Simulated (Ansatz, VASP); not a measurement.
## Cross-check of Pt3PbC between VASP and Ansatz

Wanted: the spread between two codes on one cell, functional and k mesh. The cell is taken from a series of runs on this material, whose earlier steps may have relaxed, scaled, displaced or heated it; both programs get it as it stands.

Main program and level: Ansatz 0.2.0; plane waves, with VASP 6.6.1 beside it; relaxation of cell and atoms at PBEsol.

### Step 1. Starting point

It takes space group Amm2 (No. 38, orthorhombic). Conventional cell: a = 4.185 Å, b = 6.503 Å, c = 5.735 Å, α = 90.00°, β = 90.00°, γ = 90.00°. Nearest to Pt lie 2 C at 2.16 Å and 2 Pb at 2.85 to 2.88 Å and 4 Pt at 2.87 Å. Nearest to Pt lie 2 C at 2.06 to 2.34 Å and 5 Pt at 2.87 to 2.97 Å and 4 Pb at 3.01 to 3.03 Å. Nearest to Pb lie 10 Pt at 2.85 to 3.03 Å. Nearest to C lie 6 Pt at 2.06 to 2.34 Å. Farther neighbours are not listed.

### Step 2. Ansatz: relaxation of cell and atoms, PBEsol, pair 1

Ansatz runs on its PAW soft_1 files.

The relaxed volume is the usual yardstick between codes: in a stiff, nearly cubic crystal its relative difference is about their pressure difference at one cell divided by the bulk modulus.

input.yaml

```yaml
crystal:
  lattice:
    - [4.1847860465, 0.0, 0.0]
    - [0.0, 3.2512814113, 2.8672843667]
    - [0.0, -3.2512814113, 2.8672843667]
  atoms:
    - { symbol: Pt, position: [0.0, 0.5225197443, 0.5225197443] }
    - { symbol: Pt, position: [0.5, 0.5181169841, 0.9748891315] }
    - { symbol: Pt, position: [0.5, 0.9748891315, 0.5181169841] }
    - { symbol: Pb, position: [0.0, 0.0201589207, 0.0201589207] }
    - { symbol: C, position: [0.5, 0.4301863321, 0.4301863321] }
kpoints:
  mp_grid: { grid: [8, 8, 8] }
hamiltonian:
  xc: pbesol
  pseudopotentials: { kind: paw, azcp: { folder: soft_1 }, xc_functional: pbe }
scf:
  occupations: { method: methfessel_paxton, width: 0.2 }
output:
  forces: true
  stress: true
  eigenvalues: true
relax:
  adjacent_minimum: "off"
  f_tol: 0.001
  max_steps: 60
  cell: { stress_tol: 0.01 }
```

On the command line:

```sh
$ ansatz run input.yaml --threads 4 --pin off --max-ram 10240MiB --backend cpu --events-out ev --progress --plain --runs-dir out
```

Numbers of over 12 decimals in the logs are rounded to 6 here.

Output:

```text
Engine: ansatz 0.2.0, aarch64-unknown-linux-gnu
Pseudopotentials: kind: paw
Pseudopotential: Pt, paw, valence charge 18, recommended cutoff 420 eV (normal), soft_1/Pt.paw.azcp
Pseudopotential: Pb, paw, valence charge 14, recommended cutoff 420 eV (normal), soft_1/Pb.paw.azcp
Pseudopotential: C, paw, valence charge 4, recommended cutoff 420 eV (normal), soft_1/C.paw.azcp
Functional definition: PBEsol
  exchange = pbesol_x
  correlation = pbesol_c
Crystal: 5 atoms, lattice volume = 78.024 Å³
Basis set: ecut = 420 eV, 1499 PW (Γ), exchange–correlation on 60×60×60 points (8 copies of the dense FFT grid, shifted against one another)
Bands: 44, of which v1, the nominal top of the filled ones, is band 36 counted from 1 (35 counted from 0)
Symmetry: 4 space group operations
Space group: Amm2 (ITA 38), of the structure as read, at distance tolerance 4.3e-5 Å
k-points: 105 of 512 (time reversal used)
Non-local potential: Pt, projectors of the file, l = 0: 3, l = 1: 2, l = 2: 2, l = 3: 1
Non-local potential: Pb, projectors of the file, l = 0: 2, l = 1: 2, l = 2: 2, l = 3: 1
Non-local potential: C, projectors of the file, l = 0: 2, l = 1: 2, l = 2: 1
PAW form: soft (Blöchl's): semilocal exchange-correlation on the pseudo side does not see the compensation charge
PAW frozen core: Pt, regenerated for the run's functional, and the local potential with it (the file was generated under x = pbe(κ = 0.804, μ = 0.219515), c = pbe(β = 0.066725))
PAW frozen core: Pb, regenerated for the run's functional, and the local potential with it (the file was generated under x = pbe(κ = 0.804, μ = 0.219515), c = pbe(β = 0.066725))
PAW frozen core: C, regenerated for the run's functional, and the local potential with it (the file was generated under x = pbe(κ = 0.804, μ = 0.219515), c = pbe(β = 0.066725))
PAW one-centre angular grid: Pt, 590 points (default); XC on 64 Gauss nodes
PAW one-centre angular grid: Pb, 590 points (default); XC on 64 Gauss nodes
PAW one-centre angular grid: C, 110 points (default); XC on 64 Gauss nodes
Initial density: superposition of atomic densities (chi_scale 0.1, normalization cell, long waves kept (reshape's long-wave potential 0.00 eV rms))
Initial wavefunctions: pseudopotential atomic-orbital guess
Functional: x = pbesol(κ = 0.804, μ = 0.123457), c = pbesol(β = 0.046)
SCF iter   1: F=—  HF=-49159.865492 eV  |F-HF|=—  |Δ(HF+E_count)|=         —  Δρ=8.68e-2  dr2=6.95e0  ethr=3.10e-3  ⟨swp⟩=6.4  Hψ=16936  notcnv=0
preconditioner: auto → Kerker (q_TF=auto, 2.692 Å⁻¹)  [metal: Δε(μ)=0.003 eV  Ē_g=10.963 eV  σ=0.200 eV  W_gap=0.01  n_scr=26 (ndim 8)  ℏωp=29.1 eV  f_vac=0.000  D(μ)=4.29/eV (n_scr^D=36)]
SCF iter   2: F=—  HF=-49158.646172 eV  |F-HF|=—  |Δ(HF+E_count)|=    1.22e0  S|Δr|=    0.00e0  Δρ=4.39e-2  dr2=1.87e0  ethr=3.10e-3  ⟨swp⟩=2.9  Hψ=7867  notcnv=0  defer=211
SCF iter   3: F=—  HF=-49158.219800 eV  |F-HF|=—  |Δ(HF+E_count)|=   4.26e-1  S|Δr|=    0.00e0  Δρ=5.86e-3  dr2=2.60e-2  ethr=2.60e-3  ⟨swp⟩=2.0  Hψ=6775  notcnv=0  defer=211
SCF iter   4: F=—  HF=-49158.214499 eV  |F-HF|=—  |Δ(HF+E_count)|=   5.30e-3  S|Δr|=    0.00e0  Δρ=1.03e-3  dr2=1.53e-3  ethr=3.61e-5  ⟨swp⟩=1.1  Hψ=5494  notcnv=0  defer=209
SCF iter   5: F=—  HF=-49158.214192 eV  |F-HF|=—  |Δ(HF+E_count)|=   3.07e-4  S|Δr|=    0.00e0  Δρ=2.92e-4  dr2=1.04e-4  ethr=2.12e-6  ⟨swp⟩=2.3  Hψ=6728  notcnv=0  defer=209
SCF iter   6: F=—  HF=-49158.214161 eV  |F-HF|=—  |Δ(HF+E_count)|=   3.10e-5  S|Δr|=    0.00e0  Δρ=7.55e-5  dr2=8.41e-6  ethr=1.44e-7  ⟨swp⟩=2.4  Hψ=6458  notcnv=0  defer=209
SCF iter   7: F=—  HF=-49158.214163 eV  |F-HF|=—  |Δ(HF+E_count)|=   1.97e-6  S|Δr|=    0.00e0  Δρ=1.91e-5  dr2=3.62e-7  ethr=1.17e-8  ⟨swp⟩=2.0  Hψ=6886  notcnv=0  defer=209
SCF iter   8: F=-49158.214163 eV  HF=-49158.214163 eV  |F-HF|=6.61e-9  |Δ(HF+E_count)|=   1.15e-7  S|Δr|=    0.00e0  Δρ=4.12e-6  dr2=1.39e-8  ethr=1.39e-10  ⟨swp⟩=11.6  Hψ=21244  notcnv=0
SCF 1 converged in 8 iterations: F = -49158.214163 eV  dr2 = 1.39e-8
  greatest PAW one-centre occupation: 1.000 electrons in one spin orbital (limit 2), on the Pt atom at site 2 (counted from 0), in its partial waves of l = 0
relax step   1: F+E_penalty+E_count = -49158.21416251 eV  Δ(F+E_penalty+E_count) = +0.000e0 eV  max|allowed force component| = 1.138e-4 eV/Å  Δτ_max = 0.0000 Å  P = +0.002 GPa  Ω = 78.024 Å³  (8 SCF iters, dr2 threshold 1.00e-7 eV, accepted)
Initial density: handed on by an earlier stage of this run
Initial wavefunctions: pseudopotential atomic-orbital guess (no wavefunctions were taken with the density)
iter 1 solved again at ethr=9.95e-8 eV; its pass at ethr=3.10e-3 eV (dr2=7.16e-5 eV) is discarded
SCF iter   1: F=—  HF=-49158.214163 eV  |F-HF|=—  |Δ(HF+E_count)|=         —  Δρ=4.25e-6  dr2=1.32e-8  ethr=9.95e-8  ⟨swp⟩=4.0  Hψ=29136  notcnv=0
eigensolver tolerance schedule: the retry pair's looser diagonalisation over-reported the residual by 5407.15 of it (diagonalisation noise at 0.21 of the residual, at the tolerance the schedule requests for it); recorded, not acted on — ethr = c·dr2/N_el stays at c = 1.0e-1
preconditioner: auto → Kerker (q_TF=auto, 2.692 Å⁻¹)  [metal: Δε(μ)=0.006 eV  Ē_g=11.180 eV  σ=0.200 eV  W_gap=0.02  n_scr=26 (ndim 8)  ℏωp=29.1 eV  f_vac=0.000  D(μ)=3.08/eV (n_scr^D=26)]
SCF iter   2: F=—  HF=-49158.214163 eV  |F-HF|=—  |Δ(HF+E_count)|=   7.40e-7  S|Δr|=    0.00e0  Δρ=2.64e-6  dr2=6.55e-9  ethr=1.84e-11  ⟨swp⟩=3.0  Hψ=10442  notcnv=0
SCF iter   3: F=—  HF=-49158.214163 eV  |F-HF|=—  |Δ(HF+E_count)|=  3.49e-10  S|Δr|=    0.00e0  Δρ=9.39e-7  dr2=8.30e-10  ethr=9.09e-12  ⟨swp⟩=2.3  Hψ=6622  notcnv=0
SCF iter   4: F=—  HF=-49158.214163 eV  |F-HF|=—  |Δ(HF+E_count)|=  1.67e-10  S|Δr|=    0.00e0  Δρ=2.65e-7  dr2=7.93e-11  ethr=1.15e-12  ⟨swp⟩=2.5  Hψ=7128  notcnv=0
SCF iter   5: F=—  HF=-49158.214163 eV  |F-HF|=—  |Δ(HF+E_count)|=  7.28e-12  S|Δr|=    0.00e0  Δρ=9.39e-8  dr2=1.02e-11  ethr=1.00e-12  ⟨swp⟩=1.0  Hψ=4620  notcnv=0
SCF iter   6: F=-49158.214163 eV  HF=-49158.214163 eV  |F-HF|=7.28e-12  |Δ(HF+E_count)|=  2.18e-11  S|Δr|=    0.00e0  Δρ=2.22e-8  dr2=5.04e-13  ethr=1.00e-12  ⟨swp⟩=6.7  Hψ=19795  notcnv=0
SCF 2 converged in 6 iterations: F = -49158.214163 eV  dr2 = 5.04e-13
relax step   2: F+E_penalty+E_count = -49158.21416251 eV  Δ(F+E_penalty+E_count) = -5.231e-9 eV  max|allowed force component| = 1.168e-4 eV/Å  Δτ_max = 0.0000 Å  P = +0.002 GPa  Ω = 78.024 Å³  stress off target by 3.88e-3 GPa  SCF on the basis re-selected at this cell (its energy is not comparable with the rows above)  (6 SCF iters)
basis re-selected at this cell: Δ(F+E_penalty+E_count) = -5.231e-9 eV, ΔP = -0.000 GPa vs the last step (what re-selecting the basis moved, of the pressure what is left beyond the Pulay correction that the steps carried, after the strain that the cell walked since its last selection, with what the two solves' SCF thresholds leave and, on support functions, any second-order correction that the steps lacked; it is no m [...]
SCF converged after 6 iterations
Stability not checked: this state was not tested for a lower state beside it, because cold or Methfessel-Paxton smearing, or corrected tetrahedra, fill the levels in a way that the test cannot read (fill_not_monotonic; see scf.lower_state_search)
Free energy (F): -49158.214163 eV
Harris-Foulkes:  -49158.214163 eV  (|F-HF|=7.28e-12)
Internal energy: -49158.218096 eV  (E = F + TS)
E sigma→0 (E₀):  -49158.215146 eV
Entropy (-TS):   0.003933 eV (0.787 meV/atom)
Fermi energy:    18.798649 eV
--- Per-component energies (eV) ---
  E_band       = -515.061579
  E_kinetic    = 2173.430347
  E_local      = -6017.551991  (includes V_loc(G=0)·N_el)
  E_nonlocal   = 954.571361
  E_hartree    = 2312.047373
  E_xc         = -944.229098
  E_vxc        = -1009.030391  (∫ρ·V_xc dr)
  E_paw        = -38378.074278  (= ΣΔE_a)
  E_vpaw       = -1240.578935  (= ΣTr[D̂ρ^β])
  E_aug_tail   = 0.003287  (compensation charges beyond the density's cutoff)
  E_ewald      = -9259.359462
  E_core_change = 0.944364  (= ΣΔE_core)
  E_smearing   = 0.003933  (= −TS)
  E_closure    = 0.000000  (closes the sum)
  Σ components = -49158.214163   (vs F -49158.214163, Δ=0.00e0)
--- Forces (eV/Å), atoms counted from 1 ---
  atom   1  Pt     0.00000000     0.00000000     0.00008167
  atom   2  Pt    -0.00000000     0.00011680    -0.00004056
  atom   3  Pt    -0.00000000    -0.00011680    -0.00004056
  atom   4  Pb     0.00000000     0.00000000    -0.00009209
  atom   5  C      0.00000000     0.00000000     0.00009141
  max |Σ_I F_I| component: 1.27e-7 eV/Å
--- Stress (GPa, compression-positive) ---
       -0.000569       0.000000       0.000000
        0.000000       0.003146       0.000000
        0.000000       0.000000       0.003884
  P = ⅓ Tr σ = 0.0022 GPa (0.022 kbar)
--- Band table (eV; the first three rows and the last of 105) ---
  k-point 0: bands = [... 32 lower, 17.7211, 17.9021, 18.1310, 18.1675, 18.8054, 20.0327, 20.6430, 20.8835, ... 4 higher]
  k-point 1: bands = [... 32 lower, 17.5554, 17.9913, 18.0425, 18.3369, 18.7323, 20.2794, 21.0665, 21.1797, ... 4 higher]
  k-point 2: bands = [... 32 lower, 17.4639, 18.0330, 18.1485, 18.8222, 18.8486, 20.6897, 21.5376, 21.6753, ... 4 higher]
  k-point 104: bands = [... 32 lower, 17.0128, 17.2249, 17.9179, 18.0287, 18.0536, 19.1269, 19.6802, 20.0983, ... 4 higher]
--- Relaxed structure (1 steps of the walk, 1 accepted, 1 SCFs on fresh bases) ---
  F+E_penalty+E_count = -49158.21416251 eV   max|allowed force component| = 1.168e-4 eV/Å   (the final SCF, on the basis selected at the relaxed cell)
  cell:  # Å, volume = 78.0241 Å³
    - [4.1847860465, 0.0, 0.0]
    - [0.0, 3.2512814113, 2.8672843667]
    - [0.0, -3.2512814113, 2.8672843667]
  atoms:
    - { symbol: Pt, position: [0.0, 0.522520, 0.522520] }
    - { symbol: Pt, position: [0.500000, 0.518117, 0.974889] }
    - { symbol: Pt, position: [0.500000, 0.974889, 0.518117] }
    - { symbol: Pb, position: [0.0, 0.020159, 0.020159] }
    - { symbol: C, position: [0.500000, 0.430186, 0.430186] }
```

[end of part 1 of 3]

[Lines on the potential files, build, host, timing and source positions are cut from VASP's logs without a mark.]

[Logs are printed without paths, hosts, clocks, repeated set-up lines and the standing remarks that a program may print on its own settings, such as how far it seeks lower states.]

[Hosts, paths, dates, database ids (printed as entryN), source tags and the programs' standing remarks are cut or masked in the printed files.]
